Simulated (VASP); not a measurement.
**Si3SnSe4: single point with PBE**

Si3SnSe4:

```xyz
8
Lattice="5.5642 0.0000 0.0000 0.0000 5.5642 0.0000 0.0000 0.0000 5.5642" Properties=species:S:1:pos:R:3 pbc="T T T"
Si    0.0000    2.7821    2.7821
Si    2.7821    0.0000    2.7821
Si    2.7821    2.7821    0.0000
Sn    2.7821    2.7821    2.7821
Se    2.7821    0.0000    0.0000
Se    0.0000    2.7821    0.0000
Se    0.0000    0.0000    2.7821
Se    0.0000    0.0000    0.0000
```

The cell was built by a generator and needn't be a form met in nature.

The cell isn't the ideal one: random cell by space group and Wyckoff sites (Pm-3m, No. 221).

* Program: VASP 6.6.1
* Task: single point
* Functional: PBE
* Potentials or basis: VASP PAW PBE potentials, release 64 (Si, Sn_d, Se)
* Cutoff: 520 eV
* k mesh: 4 × 4 × 4
* Occupations: gaussian, width 0.1 eV
* Spin: no spin polarisation

```
Pressure               : 0.2 GPa
Band gap on the k mesh : none (metal or under the smearing width)
```

Levels at points of the mesh, in eV from the Fermi level:
| k point | band 23 | band 24 | band 25 | band 26 | band 27 | band 28 |
| --- | --- | --- | --- | --- | --- | --- |
| (0.00, 0.00, 0.00) | -1.55 | -1.55 | -1.55 | 2.02 | 2.02 | 2.02 |
| (0.50, 0.00, 0.00) | -2.37 | -0.99 | -0.83 | 0.22 | 0.85 | 2.16 |
| (0.50, 0.50, 0.00) | -1.06 | -1.06 | -0.70 | -0.14 | -0.14 | 0.86 |
| (0.50, 0.50, 0.50) | -0.92 | -0.92 | -0.92 | 0.05 | 0.05 | 0.05 |

Run time: 40 s on 1 thread of Intel(R) Xeon(R) 6975P-C (Granite Rapids), on a shared host, peak memory 0.27 GiB.
